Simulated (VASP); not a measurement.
All values below come from SCAN meta-GGA, VASP's PBE PAW potentials (set 64) (plane waves; VASP 6.6.1).

Input for VASP

POSCAR:
```
AuZn
1
    3.1500000000     0.0000000000     0.0000000000
    0.0000000000     3.1500000000     0.0000000000
    0.0000000000     0.0000000000     3.1500000000
Zn Au
1 1
Direct
  0.5000000000   0.5000000000   0.5000000000
  0.0000000000   0.0000000000   0.0000000000
```

INCAR:
```
LCHARG=.FALSE.
LMIXTAU=.TRUE.
EDIFF=1E-6   ! SCF stop (eV)
LWAVE=.FALSE.
ISIF=3   ! ions, shape and volume
METAGGA=SCAN
ENCUT=520   ! plane-wave cut-off (eV)
IBRION=2
NSW=60   ! most ionic steps
LMAXMIX=6
LREAL=.FALSE.   ! projection in real space or not
EDIFFG=-0.01   ! ionic stop
NELM=100   ! most electronic steps
PREC=Accurate
ISMEAR=1   ! Methfessel-Paxton
LASPH=.TRUE.
SYSTEM=AuZn
SIGMA=0.1   ! width (eV)
ALGO=Normal   ! blocked Davidson
```

### KPOINTS
```
Automatic mesh
0
Gamma
10 10 10
0 0 0
```

POTCAR, in this order: Zn Au (PBE.64 set). Program: vasp_std.

Output of the run:

File OUTCAR:
```
 ion  position               nearest neighbor table
   1  0.500  0.500  0.500-   2 2.73   2 2.73   2 2.73   2 2.73   2 2.73   2 2.73   2 2.73   2 2.73
  LATTYP: Found a simple cubic cell.
 ALAT       =     3.1500000000
 Subroutine PRICEL returns:
 Original cell was already a primitive cell.
 Subroutine GETGRP returns: Found 48 space group operations
The static configuration has the point symmetry O_h .
The dynamic configuration has the point symmetry O_h .
 Subroutine INISYM returns: Found 48 space group operations
 Subroutine IBZKPT returns following result:
 Found     56 irreducible k-points:

 Following reciprocal coordinates:
            Coordinates               Weight
  0.000000  0.000000  0.000000      1.000000
  0.100000  0.000000  0.000000      6.000000
  0.200000  0.000000  0.000000      6.000000
  0.300000  0.000000  0.000000      6.000000
  0.400000  0.000000  0.000000      6.000000
  0.500000  0.000000  0.000000      3.000000
  0.100000  0.100000  0.000000     12.000000
  0.200000  0.100000  0.000000     24.000000
  0.300000  0.100000  0.000000     24.000000
  0.400000  0.100000  0.000000     24.000000
  0.500000  0.100000  0.000000     12.000000
  0.200000  0.200000  0.000000     12.000000
  0.300000  0.200000  0.000000     24.000000
  0.400000  0.200000  0.000000     24.000000
  0.500000  0.200000  0.000000     12.000000
  0.300000  0.300000  0.000000     12.000000
  0.400000  0.300000  0.000000     24.000000
  0.500000  0.300000  0.000000     12.000000
  0.400000  0.400000  0.000000     12.000000
  0.500000  0.400000  0.000000     12.000000
  0.500000  0.500000  0.000000      3.000000
  0.100000  0.100000  0.100000      8.000000
  0.200000  0.100000  0.100000     24.000000
  0.300000  0.100000  0.100000     24.000000
  0.400000  0.100000  0.100000     24.000000
  0.500000  0.100000  0.100000     12.000000
  0.200000  0.200000  0.100000     24.000000
  0.300000  0.200000  0.100000     48.000000
  0.400000  0.200000  0.100000     48.000000
  0.500000  0.200000  0.100000     24.000000
  0.300000  0.300000  0.100000     24.000000
  0.400000  0.300000  0.100000     48.000000
  0.500000  0.300000  0.100000     24.000000
  0.400000  0.400000  0.100000     24.000000
  0.500000  0.400000  0.100000     24.000000
  0.500000  0.500000  0.100000      6.000000
  0.200000  0.200000  0.200000      8.000000
  0.300000  0.200000  0.200000     24.000000
  0.400000  0.200000  0.200000     24.000000
  0.500000  0.200000  0.200000     12.000000
   k-points           NKPTS =     56   k-points in BZ     NKDIM =     56   number of bands    NBANDS=     15
   number of dos      NEDOS =    301   number of ions     NIONS =      2
   total plane-waves  NPLWV =  13824
   dimension x,y,z NGX =    24 NGY =   24 NGZ =   24
   dimension x,y,z NGXF=    48 NGYF=   48 NGZF=   48
   ions per type =               1   1
   PREC   = accura    normal or accurate (medium, high low for compatibility)
   ISTART =      0    job   : 0-new  1-cont  2-samecut
   ICHARG =      2    charge: 1-file 2-atom 10-const
   ISPIN  =      1    spin polarized calculation?
   LNONCOLLINEAR =      F non collinear calculations
   LSORBIT =      F    spin-orbit coupling
   INIWAV =      1    electr: 0-lowe 1-rand  2-diag
   ENCUT  =  520.0 eV  38.22 Ry    6.18 a.u.   5.86  5.86  5.86*2*pi/ulx,y,z
   NELM   =    100;   NELMIN=  2; NELMDL= -5     # of ELM steps
   EDIFF  = 0.1E-05   stopping-criterion for ELM
   LREAL  =      F    real-space projection
   NLSPLINE    = F    spline interpolate recip. space projectors
   LMAXMIX     =    6 max onsite mixed and CHGCAR
   VOSKOWN=      0    Vosko Wilk Nusair interpolation
...
```

OSZICAR:
```
       N       E                     dE             d eps       ncg     rms          rms(c)
DAV:   1     0.429861505148E+02    0.42986E+02   -0.12185E+04  1752   0.202E+03
DAV:   2    -0.856723869347E+02   -0.12866E+03   -0.12471E+03  1792   0.352E+02
DAV:   3    -0.898530910862E+02   -0.41807E+01   -0.41663E+01  1974   0.721E+01
DAV:   4    -0.898773387847E+02   -0.24248E-01   -0.24246E-01  1995   0.496E+00
DAV:   5    -0.898775276853E+02   -0.18890E-03   -0.18890E-03  2016   0.429E-01    0.973E+00
DAV:   6    -0.826595856515E+02    0.72179E+01   -0.48398E+00  1799   0.270E+01    0.489E+00
DAV:   7    -0.831263320309E+02   -0.46675E+00   -0.93494E-01  1785   0.152E+01    0.405E+00
DAV:   8    -0.831761064630E+02   -0.49774E-01   -0.68908E-01  1799   0.154E+01    0.239E+00
DAV:   9    -0.832173749126E+02   -0.41268E-01   -0.66470E-02  1729   0.312E+00    0.108E+00
DAV:  10    -0.832057788884E+02    0.11596E-01   -0.36776E-02  2115   0.411E+00    0.158E-01
DAV:  11    -0.832073809049E+02   -0.16020E-02   -0.47091E-03  1764   0.802E-01    0.103E-01
DAV:  12    -0.832074866461E+02   -0.10574E-03   -0.40686E-04  1785   0.238E-01    0.607E-02
DAV:  13    -0.832074856614E+02    0.98467E-06   -0.96203E-05  1890   0.247E-01    0.172E-02
DAV:  14    -0.832074901010E+02   -0.44396E-05   -0.17177E-04  1806   0.182E-01    0.200E-02
DAV:  15    -0.832075047161E+02   -0.14615E-04   -0.31127E-05  1764   0.932E-02    0.321E-03
DAV:  16    -0.832075016467E+02    0.30695E-05   -0.16307E-06  1461   0.171E-02    0.150E-03
DAV:  17    -0.832074999884E+02    0.16583E-05   -0.26151E-07   924   0.646E-03    0.519E-04
DAV:  18    -0.832075004319E+02   -0.44350E-06   -0.36148E-08   889   0.311E-03
   1 F= -.83207500E+02 E0= -.83207387E+02  d E =-.832075E+02
       N       E                     dE             d eps       ncg     rms          rms(c)
DAV:   1    -0.842249471579E+02   -0.10174E+01   -0.14901E+01  1736   0.718E+01    0.684E+00
DAV:   2    -0.832387459962E+02    0.98620E+00   -0.33202E+00  1967   0.512E+01    0.204E+00
DAV:   3    -0.832001037926E+02    0.38642E-01   -0.15012E-01  1695   0.677E+00    0.138E+00
DAV:   4    -0.832014351636E+02   -0.13314E-02   -0.40936E-02  1971   0.453E+00    0.599E-01
DAV:   5    -0.831912465845E+02    0.10189E-01   -0.36261E-02  1743   0.239E+00    0.165E-01
DAV:   6    -0.831999664214E+02   -0.87198E-02   -0.17943E-02  1771   0.163E+00    0.401E-02
DAV:   7    -0.832002541522E+02   -0.28773E-03   -0.73938E-04  1750   0.380E-01    0.335E-02
DAV:   8    -0.832002488799E+02    0.52723E-05   -0.10883E-05  1869   0.377E-02    0.262E-02
DAV:   9    -0.832001864252E+02    0.62455E-04   -0.48866E-05  1924   0.134E-01    0.468E-03
DAV:  10    -0.832001936375E+02   -0.72123E-05   -0.96554E-06  1771   0.422E-02    0.296E-03
DAV:  11    -0.832001950985E+02   -0.14610E-05   -0.17458E-07   917   0.746E-03    0.212E-03
DAV:  12    -0.832001995337E+02   -0.44351E-05   -0.13530E-06   964   0.154E-02    0.947E-04
DAV:  13    -0.832001987506E+02    0.78305E-06   -0.23354E-07   861   0.782E-03
   2 F= -.83200199E+02 E0= -.83200108E+02  d E =0.730168E-02
       N       E                     dE             d eps       ncg     rms          rms(c)
DAV:   1    -0.835142188000E+02   -0.31402E+00   -0.47806E+00  1687   0.453E+01    0.365E+00
DAV:   2    -0.832249824031E+02    0.28924E+00   -0.85851E-01  2023   0.215E+01    0.131E+00
DAV:   3    -0.832200039312E+02    0.49785E-02   -0.44079E-02  1694   0.221E+00    0.894E-01
DAV:   4    -0.832132932315E+02    0.67107E-02   -0.23592E-02  1900   0.234E+00    0.273E-01
DAV:   5    -0.832159466305E+02   -0.26534E-02   -0.17106E-02  1757   0.162E+00    0.746E-02
DAV:   6    -0.832170505507E+02   -0.11039E-02   -0.44974E-03  1785   0.891E-01    0.308E-02
DAV:   7    -0.832174292732E+02   -0.37872E-03   -0.76181E-04  1771   0.422E-01    0.247E-02
DAV:   8    -0.832174619750E+02   -0.32702E-04   -0.15136E-05  1764   0.444E-02    0.108E-02
DAV:   9    -0.832174869108E+02   -0.24936E-04   -0.22913E-05  1834   0.663E-02    0.174E-03
DAV:  10    -0.832174852943E+02    0.16164E-05   -0.72278E-07  1064   0.949E-03    0.131E-03
DAV:  11    -0.832174869991E+02   -0.17047E-05   -0.14340E-07   882   0.474E-03    0.106E-03
DAV:  12    -0.832174859374E+02    0.10616E-05   -0.17157E-07   861   0.499E-03    0.277E-04
DAV:  13    -0.832174858871E+02    0.50298E-07   -0.16453E-08   882   0.189E-03
   3 F= -.83217486E+02 E0= -.83217378E+02  d E =-.998546E-02
```

File OUTCAR:
```
------------------------ aborting loop because EDIFF is reached ----------------------------------------
  FORCE on cell =-STRESS in cart. coord.  units (eV):
  Direction    XX          YY          ZZ          XY          YZ          ZX
  --------------------------------------------------------------------------------------
  Total        0.0109464      0.0109464      0.0109464      0.0000000      0.0000000      0.0000000
  in kB        0.5756235      0.5756235      0.5756235      0.0000000      0.0000000      0.0000000
  external PRESSURE =       0.5756235 kB  Pullay stress =       0.0000000 kB
  volume of cell :       30.47
      direct lattice vectors                 reciprocal lattice vectors
     3.123304850  0.000000000  0.000000000     0.320173678  0.000000000  0.000000000
     0.000000000  3.123304850 -0.000000000    -0.000000000  0.320173678  0.000000000
    -0.000000000 -0.000000000  3.123304850    -0.000000000  0.000000000  0.320173678
 POSITION                                       TOTAL-FORCE (eV/Angst)
 -----------------------------------------------------------------------------------
      1.56165      1.56165      1.56165        -0.000000     -0.000000      0.000000
      0.00000      0.00000      0.00000         0.000000      0.000000      0.000000
 -----------------------------------------------------------------------------------
    total drift:                                0.000000      0.000000     -0.000000
  FREE ENERGIE OF THE ION-ELECTRON SYSTEM (eV)
  ---------------------------------------------------
  free  energy   TOTEN  =       -83.2174858871 eV

  energy  without entropy=      -83.2171617157  energy(sigma->0) =      -83.21737783

 reached required accuracy - stopping structural energy minimisation
```
(Selected blocks of OUTCAR.)

### CONTCAR
```
AuZn
   1.00000000000000
     3.1233048497502369    0.0000000000000000    0.0000000000000000
     0.0000000000000000    3.1233048497502369   -0.0000000000000000
    -0.0000000000000000   -0.0000000000000000    3.1233048497502369
  Zn              Au
     1     1
Direct
     0.5000000000000000    0.5000000000000000    0.5000000000000000
     0.0000000000000000    0.0000000000000000    0.0000000000000000
```

Energy and stress use the plane-wave basis of the starting cell.

The compound is AuZn in the CsCl type structure. This run relaxes it. Symmetry was kept, so distortions that lower it aren't found. The electron count is odd and the run is not spin-polarised, which forces a metal.
